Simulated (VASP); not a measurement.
All values below come from PBEsol GGA, VASP's PBE PAW potentials (set 64) (plane waves; VASP).

A VASP calculation is set up with these files.

File KPOINTS:
```
K-points
0
gamma
 5 5 4
0 0 0
```

POSCAR:
```
SiO2
1.0
  2.4764094361  -4.2892670812   0.0000000000
  2.4764094361   4.2892670812   0.0000000000
  0.0000000000   0.0000000000   5.4444296034
Si O
3 6
Cart
  3.6401360958  -2.2736333253   1.8148080530
  2.6253655528  -0.0000000000   0.0000000000
  3.6401360958   2.2736333253   3.6296215504
  1.6835139134   0.6234016847   1.1680186617
  3.5711802346   1.1462650143   4.7976402121
  2.1745341603  -2.5196003822   2.4615974443
  3.5711802346  -1.1462650143   0.6467893913
  1.6835139134  -0.6234016847   4.2764109417
  2.1745341603   2.5196003822   2.9828321591
```

### INCAR
```
# general
SYSTEM=SiO2
PREC  =Accurate
ENCUT =520   # plane-wave cut-off (eV)
LREAL =.FALSE.   # projection in real space or not
LASPH =.TRUE.   # aspherical one-centre terms

# electronic loop
EDIFF =1E-6   # SCF stop (eV)
NELM  =100   # most electronic steps
ALGO  =Normal

# smearing
ISMEAR=0   # Gaussian
SIGMA =0.05

# functional
GGA   =PS

# ions
IBRION=2   # conjugate gradients
NSW   =60   # most ionic steps
ISIF  =3   # ions, shape and volume
EDIFFG=-0.02   # ionic stop

# output
LWAVE =.FALSE.
LCHARG=.FALSE.
```

POTCAR, in this order: Si O (PBE.64 set). Program: vasp_std.

Output

File OSZICAR:
```
       N       E                     dE             d eps       ncg     rms          rms(c)
DAV:   1     0.307860303482E+03    0.30786E+03   -0.25480E+04   994   0.152E+03
DAV:   2    -0.623331861426E+02   -0.37019E+03   -0.36202E+03  1311   0.337E+02
DAV:   3    -0.823594950044E+02   -0.20026E+02   -0.19967E+02  1156   0.890E+01
DAV:   4    -0.826184308580E+02   -0.25894E+00   -0.25846E+00  1151   0.110E+01
DAV:   5    -0.826237278651E+02   -0.52970E-02   -0.52946E-02  1141   0.155E+00    0.244E+01
DAV:   6    -0.740861002614E+02    0.85376E+01   -0.38299E+01  1146   0.344E+01    0.117E+01
DAV:   7    -0.740296757297E+02    0.56425E-01   -0.92309E-01  1200   0.528E+00    0.449E+00
DAV:   8    -0.740024465265E+02    0.27229E-01   -0.43230E-02  1146   0.177E+00    0.145E+00
DAV:   9    -0.740078657157E+02   -0.54192E-02   -0.15216E-02  1146   0.104E+00    0.346E-01
DAV:  10    -0.740095741365E+02   -0.17084E-02   -0.41686E-03  1146   0.371E-01    0.974E-02
DAV:  11    -0.740094759339E+02    0.98203E-04   -0.14787E-03  1156   0.229E-01    0.229E-02
DAV:  12    -0.740094793923E+02   -0.34584E-05   -0.50906E-05  1141   0.464E-02    0.151E-02
DAV:  13    -0.740094832748E+02   -0.38824E-05   -0.16753E-05  1151   0.229E-02    0.350E-03
DAV:  14    -0.740094836991E+02   -0.42431E-06   -0.64397E-07   738   0.526E-03
   1 F= -.74009484E+02 E0= -.74009484E+02  d E =-.740095E+02
```

### OUTCAR
```
------------------------ aborting loop because EDIFF is reached ----------------------------------------
  FORCE on cell =-STRESS in cart. coord.  units (eV):
  Direction    XX          YY          ZZ          XY          YZ          ZX
  --------------------------------------------------------------------------------------
  Total        0.0325678      0.0325678      0.0635549      0.0000000      0.0000000      0.0000000
  in kB        0.4511402      0.4511402      0.8803826      0.0000000      0.0000000      0.0000000
  external PRESSURE =       0.5942210 kB  Pullay stress =       0.0000000 kB
  volume of cell :      115.66
      direct lattice vectors                 reciprocal lattice vectors
     2.476409436 -4.289267081  0.000000000     0.201905223 -0.116570032  0.000000000
     2.476409436  4.289267081  0.000000000     0.201905223  0.116570032  0.000000000
     0.000000000  0.000000000  5.444429603     0.000000000  0.000000000  0.183673970
 POSITION                                       TOTAL-FORCE (eV/Angst)
 -----------------------------------------------------------------------------------
      1.16373      2.01563      1.81481         0.004137      0.007165      0.000000
      2.62537      0.00000      0.00000        -0.008273      0.000000      0.000000
      1.16373     -2.01563      3.62962         0.004137     -0.007165      0.000000
      1.68351      0.62340      1.16802         0.007670      0.002953     -0.002744
      3.57118      1.14627      4.79764        -0.006393      0.005166     -0.002744
      2.17453     -2.51960      2.46160        -0.001278      0.008119      0.002744
      3.57118     -1.14627      0.64679        -0.006393     -0.005166      0.002744
      1.68351     -0.62340      4.27641         0.007670     -0.002953      0.002744
      2.17453      2.51960      2.98283        -0.001278     -0.008119     -0.002744
 -----------------------------------------------------------------------------------
    total drift:                               -0.001504      0.000663      0.000002
  FREE ENERGIE OF THE ION-ELECTRON SYSTEM (eV)
  ---------------------------------------------------
  free  energy   TOTEN  =       -74.0094836991 eV

  energy  without entropy=      -74.0094836991  energy(sigma->0) =      -74.00948370

 reached required accuracy - stopping structural energy minimisation
```
(Selected blocks of OUTCAR.)

The compound is SiO2 in the quartz structure. It was relaxed first. The start is the result of an earlier pass.
